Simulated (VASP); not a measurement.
Output of a VASP run:

### OSZICAR
```
       N       E                     dE             d eps       ncg     rms          rms(c)
DAV:   1     0.150896382452E+03    0.15090E+03   -0.93389E+03   812   0.137E+03
DAV:   2     0.342967564207E+01   -0.14747E+03   -0.14486E+03   842   0.330E+02
DAV:   3    -0.733611736977E+01   -0.10766E+02   -0.10646E+02  1070   0.964E+01
DAV:   4    -0.761625944516E+01   -0.28014E+00   -0.28004E+00   962   0.186E+01
DAV:   5    -0.762674342325E+01   -0.10484E-01   -0.10484E-01  1146   0.334E+00    0.330E+00
DAV:   6    -0.750551139582E+01    0.12123E+00   -0.28911E-01  1056   0.434E+00    0.206E+00
DAV:   7    -0.750228787074E+01    0.32235E-02   -0.90404E-02  1000   0.173E+00    0.918E-01
DAV:   8    -0.750409005139E+01   -0.18022E-02   -0.10042E-02   920   0.118E+00    0.152E-01
DAV:   9    -0.750405728045E+01    0.32771E-04   -0.11322E-03  1226   0.404E-01    0.600E-02
DAV:  10    -0.750409595978E+01   -0.38679E-04   -0.12802E-04   848   0.936E-02    0.212E-02
DAV:  11    -0.750410410023E+01   -0.81405E-05   -0.37745E-05   972   0.575E-02    0.146E-02
DAV:  12    -0.750410407266E+01    0.27567E-07   -0.21533E-06  1028   0.126E-02    0.108E-02
DAV:  13    -0.750410352291E+01    0.54975E-06   -0.64832E-07   944   0.696E-03    0.248E-03
DAV:  14    -0.750410355884E+01   -0.35928E-07   -0.38933E-07   750   0.624E-03
   1 F= -.83771294E+01 E0= -.83771294E+01  d E =0.000000E+00
```

OUTCAR:
```
------------------------ aborting loop because EDIFF is reached ----------------------------------------
  Edisp (eV):   -0.87303
  FORCE on cell =-STRESS in cart. coord.  units (eV):
  Direction    XX          YY          ZZ          XY          YZ          ZX
  --------------------------------------------------------------------------------------
  Total       0.00228     0.00228     0.00228     0.00000     0.00000    -0.00000
  in kB       0.05409     0.05409     0.05409     0.00000     0.00000    -0.00000
  external pressure =        0.05 kB  Pullay stress =        0.00 kB
  volume of cell :       67.68
      direct lattice vectors                 reciprocal lattice vectors
     0.000000000  3.234554321  3.234554321    -0.154580802  0.154580802  0.154580802
     3.234554321  0.000000000  3.234554321     0.154580802 -0.154580802  0.154580802
     3.234554321  3.234554321  0.000000000     0.154580802  0.154580802 -0.154580802
  FREE ENERGIE OF THE ION-ELECTRON SYSTEM (eV)
  ---------------------------------------------------
  free  energy   TOTEN  =        -8.3771294290 eV

  energy  without entropy=       -8.3771294290  energy(sigma->0) =       -8.37712943

 total charge

# of ion       s       p       d       tot
------------------------------------------
    1        1.374   2.002   0.018   3.394
    2        1.461   0.577   9.833  11.871
--------------------------------------------------
tot          2.835   2.579   9.851  15.265
```
(Selected blocks of OUTCAR.)

**POSCAR**
```
PbTe
1
   -0.0000000000     3.2345543205     3.2345543205
    3.2345543205     0.0000000000     3.2345543205
    3.2345543205     3.2345543205     0.0000000000
Te Pb
1 1
Direct
  0.5000000000   0.5000000000   0.5000000000
  1.0000000000   1.0000000000   0.0000000000
```

Question: Reconstruct the remaining input files.

Answer: This is not unique; one that fits is the input of the run itself, PBE GGA with D4 dispersion, plane waves, VASP's PBE PAW potentials (set 64).

**KPOINTS**
```
kpoints
0
gamma
 8 8 8
```

### INCAR
```
ISIF = 2   ! forces and stress, cell fixed
ALGO = Normal   ! blocked Davidson
LORBIT = 11   ! lm-projected
PREC = Accurate
ISMEAR = -5   ! tetrahedra, Bloechl
LMAXMIX = 4
ENCUT = 520
IVDW = 13   ! D4
LASPH = .True.   ! aspherical one-centre terms
LCHARG = .True.
GGA = PE   ! PBE
LWAVE = .False.
SYSTEM = PbTe
EDIFF = 1E-7   ! SCF stop (eV)
NELM = 100   ! most electronic steps
NEDOS = 601   ! DOS grid
LREAL = .False.
```

POTCAR, in this order: Te Pb_d (PBE.64 set). Program: vasp_std.

The compound is PbTe in the rock salt structure. It was relaxed first.
